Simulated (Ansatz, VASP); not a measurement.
# Cross-check of CaH94C60S4N2O35F12 between VASP and Ansatz, part 2 of 2

Wanted: the spread between two codes on one cell, functional and k mesh. The cell is taken from a series of runs on this material, whose earlier steps may have relaxed, scaled, displaced or heated it; both programs get it as it stands.

VASP 6.6.1 and Ansatz 0.2.0.

So far: The starting structure; Ansatz: single point, LDA.

## (3) VASP: single point, LDA

Level of this step: LDA; plane waves and PAW (N, S, O, C, F, H, Ca_sv) (VASP).

The same cell, functional (in two slightly different forms), mesh and smearing now go to VASP, with its own data sets.

Lines of VASP's logs that name or quote its potential files are left out, and so is its time.

INCAR reads:

```
SYSTEM = CaH94C60S4N2O35F12
PREC = Accurate
ENCUT = 600
EDIFF = 1E-06
NELM = 120
ISMEAR = -1
SIGMA = 0.025
LREAL = Auto
ALGO = Normal
GGA = PW92
NBANDS = 481
LORBIT = 11
LWAVE = .FALSE.
LCHARG = .FALSE.
ISIF = 2
LASPH = .TRUE.
GGA_COMPAT = .FALSE.
EFERMI = MIDGAP
```

POSCAR reads:

```
CaH94C60S4N2O35F12
1.0
   13.3289500000      0.0000000000      0.0000000000
    0.0000000000     13.3289500000      0.0000000000
    0.0000000000      0.0000000000     13.3289500000
N S O C F H Ca
2 4 35 60 12 94 1
Direct
    0.3394900000      0.2966300000      0.6359100000
    0.9694800000      0.7237000000      0.5732600000
    0.3434400000      0.3936200000      0.6985000000
    0.2606300000      0.2226900000      0.6881400000
    0.8987200000      0.6674300000      0.6424100000
    0.9271500000      0.7646700000      0.4674700000
    0.2546700000      0.4426800000      0.7296000000
    0.4211700000      0.4575500000      0.6616700000
    0.1629200000      0.2645200000      0.7171000000
    0.3035100000      0.1587400000      0.7605200000
    0.9428800000      0.5974000000      0.7127600000
    0.8129300000      0.6235500000      0.5931400000
    0.9968300000      0.8308700000      0.4174400000
    0.8254400000      0.8053000000      0.4774300000
    0.7358000000      0.1084000000      0.8134000000
    0.6989200000      0.2174400000      0.9418600000
    0.5887600000      0.0905100000      0.8991200000
    0.6455500000      0.1050200000      0.4421900000
    0.5085500000      0.1803700000      0.5107200000
    0.5293600000      0.0080300000      0.5197600000
    0.9887200000      0.3347300000      0.1289400000
    0.0017100000      0.2878500000      0.2921900000
    0.8476900000      0.3299700000      0.2254400000
    0.1210000000      0.2247700000      0.9989900000
    0.0337700000      0.2732900000      0.8629600000
    0.0452600000      0.1007000000      0.9054300000
    0.5726300000      0.7552700000      0.1083600000
    0.4096300000      0.7732500000      0.6024000000
    0.9230500000      0.3095200000      0.6510800000
    0.4886500000      0.0675000000      0.1775200000
[... 172 atom lines left out ...]
    0.3117200000      0.8310300000      0.3003300000
    0.2508000000      0.9697500000      0.4339400000
    0.3146400000      0.9939900000      0.3133800000
    0.1003200000      0.9744900000      0.3762000000
    0.1511800000      0.0908900000      0.3152500000
    0.0408900000      0.4042300000      0.7456600000
```

KPOINTS reads:

```
Automatic mesh
0
Gamma
1 1 1
0 0 0
```

The projector-augmented-wave data sets are N, S, O, C, F, H and Ca_sv (LDA family, release 64).

Started as:

```
> export OMP_NUM_THREADS=3
> mpirun -np 1 vasp_gam
```

Numbers of over 12 decimals in the logs are rounded to 6 here.

The log of the run:

```text
[banner, memory and clock lines left out]
running    1 mpi-ranks, on    1 nodes
[...]
Offloading initialized ...    1 GPUs detected
[...]
|                                                                             |
|               ----> ADVICE to this user running VASP <----                  |
|                                                                             |
|     You enforced a specific xc type in the INCAR file but a different       |
|     [... a line on the potential file left out ...]
|     I HOPE YOU KNOW WHAT YOU ARE DOING!                                     |
|                                                                             |

 LDA part: xc-table for (Slater(with rela. corr.)+PW92), standard interpolation
 POSCAR, INCAR and KPOINTS ok, starting setup
[...]
entering main loop
       N       E                     dE             d eps       ncg     rms          rms(c)
DAV:   1     0.586857444224E+04    0.58686E+04   -0.39391E+05   978   0.147E+03
DAV:   2    -0.753281843194E+03   -0.66219E+04   -0.62839E+04  1203   0.337E+02
DAV:   3    -0.140047536712E+04   -0.64719E+03   -0.64149E+03  1180   0.109E+02
DAV:   4    -0.141702468050E+04   -0.16549E+02   -0.16481E+02  1252   0.184E+01
[...]
DAV:  18    -0.129226711382E+04   -0.68135E-05   -0.52096E-05  1172   0.160E-02    0.793E-03
DAV:  19    -0.129226711488E+04   -0.10606E-05   -0.68553E-06  1188   0.739E-03    0.457E-03
DAV:  20    -0.129226711542E+04   -0.54164E-06   -0.18554E-06   892   0.500E-03
   1 F= -.12922671E+04 E0= -.12922671E+04  d E =0.000000E+00
```

From OUTCAR (step 3):

```text
  FREE ENERGIE OF THE ION-ELECTRON SYSTEM (eV)
  ---------------------------------------------------
  free  energy   TOTEN  =     -1292.2671154205 eV

  energy  without entropy=    -1292.2671154205  energy(sigma->0) =    -1292.26711542
```

The run ends at a pressure of -0.29 GPa, with forces up to 4.4 eV/Å.

## (4) Differences

Known differences besides the potentials themselves: the two LDA forms differ slightly; the cutoff is 420 eV in Ansatz and 600 eV in VASP (PREC = Accurate, projectors in real space); VASP's log shows a relativistic correction to its local exchange, Ansatz's none. Total energies have different zeros and are not compared.

Compared:

```
              quantity  Ansatz   VASP  difference
        pressure (GPa)   -0.43  -0.29       -0.14
gap on the k mesh (eV)   3.097  3.080      +0.017
```

Forces on 10 of the 208 atoms, those with the largest forces and the largest differences (eV/Å; atoms numbered as in POSCAR):

```
atom          Ansatz x, y, z            VASP x, y, z
  O7    -1.717, 0.353, 0.435    -1.266, 0.099, 0.272
 O10    0.839, -1.232, 0.757    0.622, -0.905, 0.385
 O16  -0.730, -3.641, -1.548  -0.646, -3.310, -1.343
 O34    0.262, 0.607, -0.756   -0.143, 0.482, -1.113
 C43  -0.144, -1.317, -3.686  -0.034, -0.975, -3.387
 C49     0.455, 4.415, 0.729     0.449, 4.319, 0.740
 C53   -1.997, 3.219, -0.378   -1.942, 3.127, -0.376
 C67  -0.782, -3.683, -0.058  -0.767, -3.689, -0.033
 C92     3.469, 0.328, 1.716     3.483, 0.323, 1.688
 C96    2.819, -0.425, 2.362    2.845, -0.440, 2.384
```

The forces differ by 119 meV/Å r.m.s., which is 11.5 % of the r.m.s. force of 1.029 eV/Å (both taken over all components). A gap on the mesh is an upper bound, since the band edges may lie between its points.

## (5) Summary of results

| Item | Value |
| --- | --- |
| r.m.s. force difference (single point, LDA) | 12 % of the r.m.s. force |

In words: The r.m.s. force difference is 12 % of the r.m.s. force (single point, LDA), beyond the 3 % picked in this series as the mark of a large difference. What causes the difference of the single point, LDA pair stays open here. Such differences can come from data sets, numerical settings and the points named under the comparisons, not from the functional's error against experiment.

[Lines on the potential files, build, host, timing and source positions are cut from VASP's logs without a mark.]

[Logs are printed without paths, hosts, clocks, repeated set-up lines and the standing remarks that a program may print on its own settings, such as how far it seeks lower states.]

[Hosts, paths, dates, database ids (printed as entryN), source tags and the programs' standing remarks are cut or masked in the printed files.]
